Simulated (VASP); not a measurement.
An input for Ansatz (written as the equivalent of a VASP run, and not itself run):

Ansatz 0.2 input:
```yaml
crystal:
  lattice:
    - [4.6061428, 0.0000000, 0.0000000]
    - [0.0000000, 4.6061428, 0.0000000]
    - [0.0000000, 0.0000000, 4.6061428]
  atoms:
    - { symbol: Zr, position: [0.0000000, 0.0000000, 0.0000000] }
    - { symbol: Zr, position: [0.5000000, 0.5000000, 0.0000000] }
    - { symbol: Zr, position: [0.5000000, 0.0000000, 0.5000000] }
    - { symbol: C, position: [0.5000000, 0.5000000, 0.5000000] }
    - { symbol: C, position: [0.0000000, 0.0000000, 0.5000000] }
    - { symbol: C, position: [0.0000000, 0.5000000, 0.0000000] }
    - { symbol: C, position: [0.5000000, 0.0000000, 0.0000000] }
    - { symbol: Ta, position: [0.0000000, 0.5000000, 0.5000000] }
kpoints:
  mp_grid: { grid: [8, 8, 8] }
hamiltonian:
  xc: pbesol
  pseudopotentials: { kind: paw }
scf:
  occupations: { method: tetrahedron }
  max_iter: 100
output: { forces: true, stress: true, eigenvalues: true }
```

Q: Translate this input to VASP (INCAR, KPOINTS, POSCAR, choice of POTCAR).

A: Several could match; the one computed here: 
File POSCAR:
```
TaZr3C4
9.2122860
  0.4999999831   0.0000000000   0.0000000000
  0.0000000000   0.4999999831   0.0000000000
  0.0000000000   0.0000000000   0.4999999831
Zr C Ta
3 4 1
Cart
  0.0000000000   0.0000000000   0.0000000000
  0.2499999916   0.2499999916   0.0000000000
  0.2499999916   0.0000000000   0.2499999916
  0.2499999916   0.2499999916   0.2499999916
  0.0000000000   0.0000000000   0.2499999916
  0.0000000000   0.2499999916   0.0000000000
  0.2499999916   0.0000000000   0.0000000000
  0.0000000000   0.2499999916   0.2499999916
```

### INCAR
```
! general
SYSTEM  = TaZr3C4
PREC    = Accurate
ENCUT   = 520
LREAL   = .FALSE.
LASPH   = .TRUE.

! electronic loop
EDIFF   = 1E-7
NELM    = 100
ALGO    = Normal
LMAXMIX = 6

! smearing
ISMEAR  = -5

! functional
GGA     = PS

! ions
ISIF    = 2

! output
LWAVE   = .FALSE.
LCHARG  = .TRUE.
LORBIT  = 11
NEDOS   = 601

! other
LEFG    = .TRUE.
```

### KPOINTS
```
K-points
0
G
  8 8 8
0 0 0
```

POTCAR, in this order: Zr_sv C Ta_pv (PBE.64 set). Program: vasp_std.

Limits of the translation: each code has its own PAW files, so the cut-off isn't converted (ENCUT is set for VASP's; basis.ecutwfc is left out, and Ansatz then takes the one that its files recommend); Ansatz stops its SCF on the density residual and VASP on the energy change (EDIFF); the field gradients of LEFG aren't asked of the other code.

The structure was generated: TaZr3C4 was put into an ordered model structure (Pm-3m), which need not be its known phase. It was relaxed first.
